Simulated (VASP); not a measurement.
```xyz
2
Lattice="0.0000 2.6715 2.6715 2.6715 0.0000 2.6715 2.6715 2.6715 0.0000" Properties=species:S:1:pos:R:3 pbc="T T T"
Cu     0.0000     0.0000     0.0000
Cl     1.3357     1.3357     1.3357
```

Calculation: PBE GGA with D4 dispersion, VASP's PBE PAW potentials (set 64) (plane waves; VASP). Settings: 520 eV cut-off, Gaussian smearing of 0.050 eV, potentials Cu Cl.

### Question
Estimate the band gap (along the path) with the smallest direct gap where there is one.

### Answer

band gap (along the path): 0.62 eV
smallest direct gap (along the path): 0.62 eV

The absolute energy has meaning only against runs of the same code, potentials and settings.

The compound is CuCl in the zinc blende structure. It was relaxed first.
